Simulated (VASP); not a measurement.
Level of theory: r2SCAN meta-GGA, VASP's PBE PAW potentials (set 64) (plane waves; VASP 6.6.1).

Input for VASP

**INCAR**
```
SYSTEM = HfN
PREC = Normal
ENCUT = 450
EDIFF = 1E-5
NELM = 100
ALGO = Normal
LREAL = .FALSE.
LASPH = .TRUE.
ISMEAR = 1
SIGMA = 0.1
METAGGA = R2SCAN
LMIXTAU = .TRUE.
LMAXMIX = 6
LWAVE = .FALSE.
LCHARG = .FALSE.
NELMIN = 4
IBRION = 2
ISIF = 2
NSW = 20
EDIFFG = -0.03
```

**POSCAR**
```
HfN
1
    0.0000000000     2.2559213750     2.2559213750
    2.2559213750     0.0000000000     2.2559213750
    2.2559213750     2.2559213750     0.0000000000
Hf N
1 1
Direct
  0.0000000000   0.0000000000   0.0000000000
  0.5000000000   0.5000000000   0.5000000000
```

File KPOINTS:
```
Automatic mesh
0
gamma
16 16 16
0 0 0
```

POTCAR, in this order: Hf_pv N (PBE.64 set). Program: vasp_std.

What VASP printed:

OSZICAR:
```
       N       E                     dE             d eps       ncg     rms          rms(c)
DAV:   1    -0.444749531712E+01   -0.44475E+01   -0.78289E+03  3206   0.118E+03
DAV:   2    -0.631034028581E+02   -0.58656E+02   -0.55144E+02  4243   0.243E+02
DAV:   3    -0.651490215338E+02   -0.20456E+01   -0.20164E+01  4165   0.391E+01
DAV:   4    -0.651679833219E+02   -0.18962E-01   -0.18892E-01  3815   0.370E+00
DAV:   5    -0.651684125495E+02   -0.42923E-03   -0.42881E-03  4233   0.374E-01    0.539E+01
DAV:   6    -0.576428472419E+02    0.75256E+01   -0.10585E+01  3729   0.269E+01    0.390E+01
DAV:   7    -0.589846288175E+02   -0.13418E+01   -0.86164E-01  3821   0.892E+00    0.235E+01
DAV:   8    -0.561629117214E+02    0.28217E+01   -0.60328E-01  3679   0.852E+00    0.833E+00
DAV:   9    -0.581624392529E+02   -0.19995E+01   -0.66856E-01  3661   0.853E+00    0.359E+00
DAV:  10    -0.582557103545E+02   -0.93271E-01   -0.28320E-01  3791   0.464E+00    0.233E+00
DAV:  11    -0.582350369806E+02    0.20673E-01   -0.19233E-02  3628   0.137E+00    0.132E+00
DAV:  12    -0.582347179951E+02    0.31899E-03   -0.11242E-02  3787   0.725E-01    0.370E-01
DAV:  13    -0.582345856438E+02    0.13235E-03   -0.22311E-03  3871   0.396E-01    0.663E-02
DAV:  14    -0.582348500550E+02   -0.26441E-03   -0.26717E-04  3596   0.166E-01    0.378E-02
DAV:  15    -0.582348201083E+02    0.29947E-04   -0.14256E-04  4050   0.119E-01    0.374E-02
DAV:  16    -0.582348278289E+02   -0.77206E-05   -0.49434E-06  1922   0.278E-02
   1 F= -.58234828E+02 E0= -.58234713E+02  d E =-.582348E+02
```

OUTCAR:
```
------------------------ aborting loop because EDIFF is reached ----------------------------------------
  FORCE on cell =-STRESS in cart. coord.  units (eV):
  Direction    XX          YY          ZZ          XY          YZ          ZX
  --------------------------------------------------------------------------------------
  Total       -0.1737814     -0.1737814     -0.1737814      0.0000000      0.0000000      0.0000000
  in kB      -12.1258417    -12.1258417    -12.1258417      0.0000000      0.0000000      0.0000000
  external PRESSURE =     -12.1258417 kB  Pullay stress =       0.0000000 kB
  volume of cell :       22.96
      direct lattice vectors                 reciprocal lattice vectors
     0.000000000  2.255921375  2.255921375    -0.221638930  0.221638930  0.221638930
     2.255921375  0.000000000  2.255921375     0.221638930 -0.221638930  0.221638930
     2.255921375  2.255921375  0.000000000     0.221638930  0.221638930 -0.221638930
 POSITION                                       TOTAL-FORCE (eV/Angst)
 -----------------------------------------------------------------------------------
      0.00000      0.00000      0.00000        -0.000000      0.000000     -0.000000
      2.25592      2.25592      2.25592         0.000000      0.000000      0.000000
 -----------------------------------------------------------------------------------
    total drift:                               -0.000000      0.000000     -0.000000
  FREE ENERGIE OF THE ION-ELECTRON SYSTEM (eV)
  ---------------------------------------------------
  free  energy   TOTEN  =       -58.2348278289 eV

  energy  without entropy=      -58.2344828379  energy(sigma->0) =      -58.23471283

 reached required accuracy - stopping structural energy minimisation
```
(Selected blocks of OUTCAR.)

### OUTCAR
```
 val. band max:        8.5363298307   @ k =  -0.4375   0.3125   0.1250

 cond. band min:       8.5645724722   @ k =  -0.1250   0.0625   0.0000


 Fermi energy:         8.5611150186

 k-point     1 :       0.0000    0.0000    0.0000
  band No.  band energies     occupation
      1     -23.9505      2.00000
      2     -23.9505      2.00000
      3     -23.9505      2.00000
      4     -10.1613      2.00000
      5       5.1329      2.00000
      6       5.1329      2.00000
      7       5.1330      2.00000
      8       8.2283      2.00003
      9       8.2283      2.00003
     10       8.2283      2.00003
     11      10.6624      0.00000

 k-point     2 :       0.0625    0.0000    0.0000
  band No.  band energies     occupation
      1     -23.9919      2.00000
      2     -23.9537      2.00000
      3     -23.9537      2.00000
      4     -10.0700      2.00000
      5       4.7364      2.00000
      6       4.8992      2.00000
      7       4.8992      2.00000
      8       8.3361      2.00658
      9       8.3646      2.01787
     10       8.3646      2.01787
     11      10.9544      0.00000

 k-point     3 :       0.1250    0.0000    0.0000
  band No.  band energies     occupation
      1     -24.1078      2.00000
      2     -23.9629      2.00000
      3     -23.9629      2.00000
      4      -9.8080      2.00000
      5       3.8252      2.00000
      6       4.3492      2.00000
      7       4.3492      2.00000
      8       8.5357      1.41584
      9       8.7273     -0.04048
     10       8.7273     -0.04047
     11      11.7089      0.00000

 k-point     4 :       0.1875    0.0000    0.0000
  band No.  band energies     occupation
      1     -24.2759      2.00000
      2     -23.9766      2.00000
      3     -23.9766      2.00000
      4      -9.4083      2.00000
      5       2.7449      2.00000
      6       3.7061      2.00000
      7       3.7061      2.00000
      8       8.7904     -0.00555
      9       9.2671     -0.00000
...
```

At this cut-off the stress carries a Pulay error, which pulls relaxed volumes low. Unless said otherwise, spin-orbit coupling is left out, though it shifts the bands of the heavy elements here.

The compound is HfN in the rock salt structure. It was relaxed first. The electron count is odd and the run is not spin-polarised, which forces a metal.
